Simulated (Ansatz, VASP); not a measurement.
# Si2Mo: VASP beside Ansatz

One calculation is typed for both programs; each brings its own data sets. How far apart do they land? The cell is taken from a series of runs on this material, whose earlier steps may have relaxed, scaled, displaced or heated it; both programs get it as it stands.

Method: plane waves, with VASP 6.6.1 beside it; LDA, in Ansatz 0.2.0.

## Step 1: The starting structure

The structure is tetragonal, space group I4/mmm (No. 139). The conventional cell has a = 3.057 Å, b = 3.057 Å, c = 7.548 Å, α = 90.00°, β = 90.00°, γ = 90.00°. Nearest to Si lie 5 Mo at 2.50 to 2.52 Å and 5 Si at 2.50 to 2.51 Å. Nearest to Mo lie 10 Si at 2.50 to 2.52 Å. Farther neighbours are not listed.

Coordinates:

```xyz
3
Lattice="-1.5285 1.5285 3.7741 1.5285 -1.5285 3.7741 1.5285 1.5285 -3.7741" Properties=species:S:1:pos:R:3 pbc="T T T"
Si    0.0000    0.0000    2.5194
Si    0.0000    0.0000    5.0288
Mo    0.0000    0.0000    0.0000
```

## Step 2: VASP: zone-centre phonons, LDA

Second derivatives magnify differences that forces hide, and they need a tight electronic threshold.

Lines of VASP's logs that name or quote its potential files are left out, and so is its time.

File INCAR:

```
SYSTEM = Si2Mo
PREC = Accurate
ENCUT = 500
EDIFF = 1E-08
NELM = 120
ISMEAR = 1
SIGMA = 0.2
LREAL = .FALSE.
ALGO = Normal
GGA = PW92
NBANDS = 17
LASPH = .TRUE.
LORBIT = 11
LWAVE = .FALSE.
LCHARG = .FALSE.
ISIF = 2
IBRION = 8
GGA_COMPAT = .FALSE.
KPAR = 2
```

File POSCAR:

```
Si2Mo
1.0
   -1.5284643262      1.5284643262      3.7741048305
    1.5284643262     -1.5284643262      3.7741048305
    1.5284643262      1.5284643262     -3.7741048305
Si Mo
2 1
Direct
    0.3337804065      0.3337804065      0.0000000000
    0.6662195935      0.6662195935      0.0000000000
    0.0000000000      0.0000000000      0.0000000000
```

File KPOINTS:

```
Automatic mesh
0
Gamma
20 20 20
0 0 0
```

The projector-augmented-wave data sets are Si and Mo_sv (LDA family, release 64).

Started as:

```sh
$ mpirun -np 2 vasp_std
```

Numbers of over 12 decimals in the logs are rounded to 6 here.

Output:

```text
[banner, memory and clock lines left out]
running    2 mpi-ranks, on    1 nodes
 distrk:  each k-point on    1 cores,    2 groups
 distr:  one band on    1 cores,    1 groups

 POSCAR found type information on POSCAR SiMo
 POSCAR found :  2 types and       3 ions
|                                                                             |
|               ----> ADVICE to this user running VASP <----                  |
|                                                                             |
|     You enforced a specific xc type in the INCAR file but a different       |
|     [... a line on the potential file left out ...]
|     I HOPE YOU KNOW WHAT YOU ARE DOING!                                     |
|                                                                             |

 LDA part: xc-table for (Slater(with rela. corr.)+PW92), standard interpolation
 POSCAR, INCAR and KPOINTS ok, starting setup
 FFT: planning ... GRIDC
 FFT: planning ... GRID_SOFT
 FFT: planning ... GRID
 WAVECAR not read
 entering main loop
       N       E                     dE             d eps       ncg     rms          rms(c)
DAV:   1     0.126759180714E+03    0.12676E+03   -0.11198E+04 21850   0.121E+03
DAV:   2    -0.229676106756E+02   -0.14973E+03   -0.14702E+03 25056   0.324E+02
DAV:   3    -0.262738130785E+02   -0.33062E+01   -0.32744E+01 27651   0.437E+01
DAV:   4    -0.262918661802E+02   -0.18053E-01   -0.18037E-01 25919   0.351E+00
DAV:   5    -0.262919860352E+02   -0.11985E-03   -0.11985E-03 27515   0.302E-01    0.298E+01
DAV:   6    -0.255872360266E+02    0.70475E+00   -0.42822E+00 24682   0.159E+01    0.756E+00
DAV:   7    -0.254942256916E+02    0.93010E-01   -0.48712E-01 23637   0.498E+00    0.605E+00
DAV:   8    -0.254624804331E+02    0.31745E-01   -0.77628E-02 24695   0.230E+00    0.355E-01
DAV:   9    -0.254618711062E+02    0.60933E-03   -0.15348E-03 25572   0.351E-01    0.191E-01
DAV:  10    -0.254617680349E+02    0.10307E-03   -0.30938E-04 25601   0.152E-01    0.667E-02
DAV:  11    -0.254617626892E+02    0.53457E-05   -0.40243E-05 25150   0.499E-02    0.155E-02
DAV:  12    -0.254617623455E+02    0.34370E-06   -0.24327E-06 24826   0.101E-02    0.487E-03
DAV:  13    -0.254617622497E+02    0.95785E-07   -0.32018E-07 24853   0.530E-03    0.119E-03
DAV:  14    -0.254617622480E+02    0.16844E-08   -0.84825E-09 14912   0.816E-04
   1 F= -.25461762E+02 E0= -.25461848E+02  d E =0.258078E-03
 Linear response reoptimize wavefunctions to high precision
DAV:   1    -0.254617622481E+02   -0.58662E-10   -0.88340E-10 16744   0.302E-04
 Linear response DOF=           4
 Linear response progress:
  Degree of freedom:   1/  4
       N       E                     dE             d eps       ncg     rms          rms(c)
RMM:   1    -0.217904027112E-01   -0.21790E-01   -0.15565E-02176723   0.102E+00
RMM:   2    -0.171030129810E-01    0.46874E-02   -0.14442E-03113575   0.257E-01    0.116E-01
RMM:   3    -0.171743179941E-01   -0.71305E-04   -0.21990E-04113480   0.768E-02    0.606E-02
RMM:   4    -0.173719601264E-01   -0.19764E-03   -0.13545E-04117949   0.566E-02    0.120E-02
RMM:   5    -0.173638729508E-01    0.80872E-05   -0.23609E-06119767   0.142E-02    0.194E-03
RMM:   6    -0.173681572588E-01   -0.42843E-05   -0.35839E-07123928   0.284E-03    0.631E-04
RMM:   7    -0.173667024345E-01    0.14548E-05    0.14811E-08124395   0.791E-04    0.135E-04
RMM:   8    -0.173672553622E-01   -0.55293E-06    0.13360E-08132957   0.196E-04    0.499E-05
RMM:   9    -0.173672774880E-01   -0.22126E-07    0.17478E-08125523   0.699E-05    0.144E-05
RMM:  10    -0.173673082375E-01   -0.30750E-07    0.61898E-09133801   0.393E-05    0.486E-06
RMM:  11    -0.173673251608E-01   -0.16923E-07    0.10763E-08130035   0.334E-05    0.126E-06
RMM:  12    -0.173673248385E-01    0.32233E-09    0.10564E-08119530   0.296E-05    0.325E-07
 first order change of Fermi-energy   0.14902E-04
 force on displaced ion       1 direction 1 : -12.271   0.000  -0.000
 Linear response progress:
  Degree of freedom:   2/  4
       N       E                     dE             d eps       ncg     rms          rms(c)
RMM:   1    -0.327670885042E-01   -0.32767E-01   -0.11837E-02 53156   0.131E+00
RMM:   2    -0.243217518637E-01    0.84453E-02   -0.26370E-03 36035   0.334E-01    0.191E-01
RMM:   3    -0.242589407241E-01    0.62811E-04   -0.93285E-04 33290   0.156E-01    0.155E-01
RMM:   4    -0.243304329198E-01   -0.71492E-04   -0.12630E-04 34587   0.736E-02    0.542E-02
RMM:   5    -0.244031641273E-01   -0.72731E-04   -0.19676E-05 37678   0.258E-02    0.182E-02
RMM:   6    -0.244108121312E-01   -0.76480E-05   -0.23522E-06 36122   0.859E-03    0.297E-03
RMM:   7    -0.244107026390E-01    0.10949E-06   -0.37791E-09 38115   0.238E-03    0.683E-04
RMM:   8    -0.244103386760E-01    0.36396E-06   -0.27415E-08 36784   0.676E-04    0.369E-04
RMM:   9    -0.244106710127E-01   -0.33234E-06    0.10725E-08 37100   0.305E-04    0.600E-05
RMM:  10    -0.244108034101E-01   -0.13240E-06    0.83449E-09 40479   0.113E-04    0.219E-05
RMM:  11    -0.244108157563E-01   -0.12346E-07    0.56808E-09 38140   0.521E-05    0.332E-06
RMM:  12    -0.244108096134E-01    0.61429E-08    0.91935E-09 41918   0.335E-05    0.167E-06
 first order change of Fermi-energy   0.55144E-01
 force on displaced ion       1 direction 3 :  -0.000  -0.000 -18.156
 Linear response progress:
  Degree of freedom:   3/  4
       N       E                     dE             d eps       ncg     rms          rms(c)
RMM:   1    -0.855085990784E+00   -0.85509E+00    0.48167E-01 43349   0.286E+01
RMM:   2    -0.677641541211E+00    0.17744E+00   -0.25638E-01 58469   0.373E+00    0.170E-01
RMM:   3    -0.682577065473E+00   -0.49355E-02   -0.19072E-02 73916   0.836E-01    0.938E-02
RMM:   4    -0.682023130134E+00    0.55394E-03   -0.39448E-04 81480   0.152E-01    0.328E-02
RMM:   5    -0.681889859222E+00    0.13327E-03   -0.36718E-05 85159   0.372E-02    0.861E-03
RMM:   6    -0.681898567586E+00   -0.87084E-05   -0.42578E-06 81830   0.125E-02    0.943E-04
RMM:   7    -0.681904918043E+00   -0.63505E-05   -0.49861E-07 88899   0.393E-03    0.499E-04
RMM:   8    -0.681913114547E+00   -0.81965E-05   -0.20244E-07 80564   0.139E-03    0.136E-04
RMM:   9    -0.681914395267E+00   -0.12807E-05   -0.10541E-07 86854   0.566E-04    0.577E-05
RMM:  10    -0.681913452637E+00    0.94263E-06   -0.58154E-08 85598   0.319E-04    0.168E-05
RMM:  11    -0.681913617833E+00   -0.16520E-06   -0.44432E-08 84996   0.191E-04    0.825E-06
RMM:  12    -0.681913852814E+00   -0.23498E-06   -0.28676E-08 80994   0.158E-04    0.619E-06
RMM:  13    -0.681913725908E+00    0.12691E-06   -0.18195E-08 82513   0.129E-04    0.106E-06
RMM:  14    -0.681913738702E+00   -0.12793E-07   -0.19143E-08 86764   0.115E-04    0.627E-07
RMM:  15    -0.681913749591E+00   -0.10889E-07   -0.15109E-08 79235   0.110E-04    0.184E-07
RMM:  16    -0.681913752209E+00   -0.26172E-08   -0.16754E-08 68898   0.108E-04    0.109E-07
 first order change of Fermi-energy  -0.82965E-03
 force on displaced ion       3 direction 1 : -15.315  -0.000   0.000
 Linear response progress:
  Degree of freedom:   4/  4
       N       E                     dE             d eps       ncg     rms          rms(c)
RMM:   1    -0.908156672297E+00   -0.90816E+00    0.95468E-01 23741   0.293E+01
RMM:   2    -0.731045831491E+00    0.17711E+00   -0.27003E-01 32406   0.378E+00    0.191E-01
RMM:   3    -0.735128018082E+00   -0.40822E-02   -0.19246E-02 39471   0.854E-01    0.950E-02
RMM:   4    -0.734263821462E+00    0.86420E-03   -0.63607E-04 42225   0.183E-01    0.322E-02
RMM:   5    -0.734014317818E+00    0.24950E-03   -0.54315E-05 45297   0.443E-02    0.140E-02
RMM:   6    -0.733928917893E+00    0.85400E-04   -0.63514E-06 46869   0.146E-02    0.402E-03
RMM:   7    -0.733949366576E+00   -0.20449E-04   -0.10159E-06 44139   0.583E-03    0.523E-04
RMM:   8    -0.733952649710E+00   -0.32831E-05   -0.26845E-07 49371   0.181E-03    0.309E-04
RMM:   9    -0.733953949808E+00   -0.13001E-05   -0.24793E-08 48063   0.589E-04    0.165E-04
RMM:  10    -0.733955205161E+00   -0.12554E-05   -0.36261E-08 45879   0.363E-04    0.283E-05
RMM:  11    -0.733955090304E+00    0.11486E-06   -0.23036E-08 47464   0.215E-04    0.152E-05
RMM:  12    -0.733955026932E+00    0.63372E-07   -0.24721E-08 50476   0.159E-04    0.304E-06
RMM:  13    -0.733955042171E+00   -0.15240E-07   -0.95807E-09 50044   0.135E-04    0.123E-06
RMM:  14    -0.733955059691E+00   -0.17519E-07   -0.16991E-08 47926   0.126E-04    0.310E-07
RMM:  15    -0.733955060158E+00   -0.46729E-09   -0.34223E-09 42679   0.122E-04    0.154E-07
 first order change of Fermi-energy   0.52672E-03
 force on displaced ion       3 direction 3 :  -0.000  -0.000 -20.185
 Linear response finished
```

From OUTCAR (step 2):

```text
ion  position               nearest neighbor table
   1  0.334  0.334  0.000-   3 2.50   3 2.50   3 2.50   3 2.50   2 2.50   2 2.50   2 2.50   2 2.50
                             2 2.51   3 2.52
   2  0.666  0.666  0.000-   3 2.50   3 2.50   3 2.50   3 2.50   1 2.50   1 2.50   1 2.50   1 2.50
                             1 2.51   3 2.52
   3  0.000  0.000  0.000-   2 2.50   1 2.50   2 2.50   1 2.50   2 2.50   1 2.50   1 2.50   2 2.50
                             1 2.52   2 2.52

  LATTYP: Found a body centered tetragonal cell.
 ALAT       =     3.0569286524
 C/A-ratio  =     2.4692135536

 Subroutine GETGRP returns: Found 16 space group operations
 (whereof 16 operations were pure point group operations)

The static configuration has the point symmetry D_4h.

 Found    641 irreducible k-points:

   k-points           NKPTS =    641   k-points in BZ     NKDIM =    641   number of bands    NBANDS=     17

   dimension x,y,z NGX =    32 NGY =   32 NGZ =   32
   dimension x,y,z NGXF=    64 NGYF=   64 NGZF=   64

   ENCUT  =  500.0 eV  36.75 Ry    6.06 a.u.   7.93  7.93  7.93*2*pi/ulx,y,z

   NELECT =      22.0000    total number of electrons

 k-points in reciprocal lattice and weights: Automatic mesh
   0.00000000  0.00000000  0.00000000       0.000
   0.05000000  0.00000000 -0.00000000       0.001
   0.10000000  0.00000000 -0.00000000       0.001
   0.15000000  0.00000000 -0.00000000       0.001
   0.20000000  0.00000000 -0.00000000       0.001
   0.25000000  0.00000000 -0.00000000       0.001
   0.30000000  0.00000000 -0.00000000       0.001
   0.35000000  0.00000000 -0.00000000       0.001
   0.40000000  0.00000000 -0.00000000       0.001
[...]
-0.45000000 -0.45000000  0.45000000       0.000
   0.50000000  0.50000000  0.50000000       0.000

 average (electrostatic) potential at core
       1 -76.8668       2 -76.8668       3 -66.8354

  Total        6.6941603      6.6941603      6.7048550      0.0000000      0.0000000      0.0000000
  in kB      304.1039940    304.1039940    304.5898377      0.0000000      0.0000000      0.0000000
  external PRESSURE =     304.2659419 kB  Pullay stress =       0.0000000 kB

  energy-cutoff  :      500.00
  volume of cell :       35.27
      direct lattice vectors                 reciprocal lattice vectors
    -1.528464326  1.528464326  3.774104830     0.000000000  0.327125724  0.132481747
     1.528464326 -1.528464326  3.774104830     0.327125724  0.000000000  0.132481747
     1.528464326  1.528464326 -3.774104830     0.327125724  0.327125724  0.000000000

 POSITION                                       TOTAL-FORCE (eV/Angst)
 -----------------------------------------------------------------------------------
      0.00000      0.00000      2.51944        -0.000000     -0.000000     -0.010995
      0.00000      0.00000      5.02877         0.000000      0.000000      0.010995
      0.00000      0.00000      0.00000         0.000000      0.000000      0.000000
 -----------------------------------------------------------------------------------
    total drift:                                0.000000      0.000000      0.000000

 Eigenvectors and eigenvalues of the dynamical matrix
 ----------------------------------------------------

   1 f  =   15.105905 THz    94.913201 2PiTHz  503.878756 cm-1    62.472976 meV
             X         Y         Z           dx          dy          dz
      0.000000  0.000000  2.519444     0.000000   -0.000000    0.707107
      0.000000  0.000000  5.028765     0.000000   -0.000000   -0.707107
      0.000000  0.000000  0.000000     0.000000   -0.000000    0.000000

   2 f  =   12.122115 THz    76.165493 2PiTHz  404.350220 cm-1    50.133015 meV
             X         Y         Z           dx          dy          dz
      0.000000  0.000000  2.519444     0.375153    0.599383   -0.000000
      0.000000  0.000000  5.028765    -0.375153   -0.599383    0.000000
      0.000000  0.000000  0.000000     0.000000    0.000000    0.000000

   3 f  =   12.122115 THz    76.165493 2PiTHz  404.350220 cm-1    50.133015 meV
             X         Y         Z           dx          dy          dz
      0.000000  0.000000  2.519444     0.599383   -0.375153    0.000000
      0.000000  0.000000  5.028765    -0.599383    0.375153    0.000000
      0.000000  0.000000  0.000000     0.000000    0.000000    0.000000

   4 f  =   11.798998 THz    74.135290 2PiTHz  393.572202 cm-1    48.796712 meV
             X         Y         Z           dx          dy          dz
      0.000000  0.000000  2.519444     0.000000   -0.000000    0.561540
      0.000000  0.000000  5.028765     0.000000   -0.000000    0.561540
      0.000000  0.000000  0.000000     0.000000    0.000000   -0.607739

   5 f  =   10.278112 THz    64.579280 2PiTHz  342.840902 cm-1    42.506835 meV
             X         Y         Z           dx          dy          dz
      0.000000  0.000000  2.519444    -0.000000   -0.561555   -0.000000
      0.000000  0.000000  5.028765    -0.000000   -0.561555   -0.000000
      0.000000  0.000000  0.000000    -0.000000    0.607711    0.000000

   6 f  =   10.278112 THz    64.579280 2PiTHz  342.840902 cm-1    42.506835 meV
             X         Y         Z           dx          dy          dz
      0.000000  0.000000  2.519444    -0.561555    0.000000    0.000000
      0.000000  0.000000  5.028765    -0.561555    0.000000   -0.000000
      0.000000  0.000000  0.000000     0.607711   -0.000000    0.000000

   7 f/i=    0.000432 THz     0.002717 2PiTHz    0.014423 cm-1     0.001788 meV
             X         Y         Z           dx          dy          dz
      0.000000  0.000000  2.519444    -0.026833   -0.428878   -0.000000
      0.000000  0.000000  5.028765    -0.026833   -0.428878   -0.000000
      0.000000  0.000000  0.000000    -0.049590   -0.792608   -0.000000

   8 f/i=    0.000432 THz     0.002717 2PiTHz    0.014423 cm-1     0.001788 meV
             X         Y         Z           dx          dy          dz
      0.000000  0.000000  2.519444     0.428878   -0.026833   -0.000000
      0.000000  0.000000  5.028765     0.428878   -0.026833   -0.000000
      0.000000  0.000000  0.000000     0.792608   -0.049590   -0.000000

   9 f/i=    0.000910 THz     0.005715 2PiTHz    0.030341 cm-1     0.003762 meV
             X         Y         Z           dx          dy          dz
      0.000000  0.000000  2.519444     0.000000   -0.000000    0.429736
      0.000000  0.000000  5.028765     0.000000   -0.000000    0.429736
      0.000000  0.000000  0.000000     0.000000   -0.000000    0.794137

 ELASTIC MODULI CONTR FROM IONIC RELAXATION (kBar)
 Direction    XX          YY          ZZ          XY          YZ          ZX
 --------------------------------------------------------------------------------
 XX         -30.9874    -30.9874    -13.4192      0.0000     -0.0000      0.0000
 YY         -30.9874    -30.9874    -13.4192      0.0000     -0.0000      0.0000
 ZZ         -13.4192    -13.4192     -5.8113      0.0000     -0.0000      0.0000
 XY           0.0000      0.0000      0.0000      0.0000      0.0000      0.0000
 YZ          -0.0000     -0.0000     -0.0000      0.0000    -62.5269      0.0000
 ZX           0.0000      0.0000      0.0000      0.0000      0.0000    -31.5262
 --------------------------------------------------------------------------------
```

(Part 1 of 2 ends here.)

[Lines on the potential files, build, host, timing and source positions are cut from VASP's logs without a mark.]

[Logs are printed without paths, hosts, clocks, repeated set-up lines and the standing remarks that a program may print on its own settings, such as how far it seeks lower states.]

[Hosts, paths, dates, database ids (printed as entryN), source tags and the programs' standing remarks are cut or masked in the printed files.]
